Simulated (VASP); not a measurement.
The input files of a VASP run:

POSCAR:
```
Cs2AgBiBr6
5.5922950
  0.0000000000   1.0000000237   1.0000000237
  1.0000000237   0.0000000000   1.0000000237
  1.0000000237   1.0000000237   0.0000000000
Cs Ag Bi Br
2 1 1 6
Direct
  0.7500000000   0.7500000000   0.7500000000
  0.2500000000   0.2500000000   0.2500000000
  0.5000000000   0.5000000000   0.5000000000
  0.0000000000   0.0000000000   1.0000000000
  0.7462342722   0.2537657278   0.2537657278
  0.2537657278   0.7462342722   0.7462342722
  0.2537657278   0.7462342722   0.2537657278
  0.7462342722   0.2537657278   0.7462342722
  0.2537657278   0.2537657278   0.7462342722
  0.7462342722   0.7462342722   0.2537657278
```

INCAR:
```
SYSTEM=Cs2AgBiBr6
PREC=Accurate; ENCUT=400; LREAL=.FALSE.
LASPH=.TRUE.
EDIFF=1E-7; NELM=100; ALGO=Normal
LMAXMIX=4
ISMEAR=-5
GGA=PS
ISIF=2
LWAVE=.FALSE.; LCHARG=.TRUE.; LORBIT=11
NEDOS=601
LEFG=.TRUE.
```

KPOINTS:
```
Automatic mesh
0
Gamma
4 4 4
0 0 0
```

POTCAR, in this order: Cs_sv Ag Bi_d Br (PBE.64 set). Program: vasp_std.

Task: Translate this PBEsol calculation to Quantum ESPRESSO's pw.x.

Result: One equivalent input (not run):
```
&CONTROL
  calculation = 'scf'
  pseudo_dir = './pseudo'
  outdir = './out'
  tprnfor = .true.
  tstress = .true.
/
&SYSTEM
  ibrav = 0
  nat = 10
  ntyp = 4
  ecutwfc = 82
  occupations = 'tetrahedra'
  input_dft = 'pbesol'
/
&ELECTRONS
  conv_thr = 7.3e-09
  electron_maxstep = 100
/
ATOMIC_SPECIES
  Cs 132.905 Cs.upf
  Ag 107.868 Ag.upf
  Bi 208.980 Bi.upf
  Br 79.904 Br.upf
CELL_PARAMETERS angstrom
     0.0000000    5.5922951    5.5922951
     5.5922951   -0.0000000    5.5922951
     5.5922951    5.5922951    0.0000000
ATOMIC_POSITIONS crystal
  Cs   0.7500000  0.7500000  0.7500000
  Cs   0.2500000  0.2500000  0.2500000
  Ag   0.5000000  0.5000000  0.5000000
  Bi   0.0000000  0.0000000  1.0000000
  Br   0.7462343  0.2537657  0.2537657
  Br   0.2537657  0.7462343  0.7462343
  Br   0.2537657  0.7462343  0.2537657
  Br   0.7462343  0.2537657  0.7462343
  Br   0.2537657  0.2537657  0.7462343
  Br   0.7462343  0.7462343  0.2537657
K_POINTS automatic
  4 4 4 0 0 0
```
Limits of the translation: the potentials are each code's own (VASP's PAW set, PseudoDojo norm-conserving files in pw.x), so ENCUT and ecutwfc are chosen apart and not converted; conv_thr bounds pw.x's estimated SCF error, while EDIFF bounds the energy change between steps; the field gradients of LEFG aren't asked of the other code.

The structure comes from a computed database's Cs2AgBiBr6 entry (Fm-3m); how it stands against other phases isn't given here. It was relaxed first, which changed the volume by -8 %.
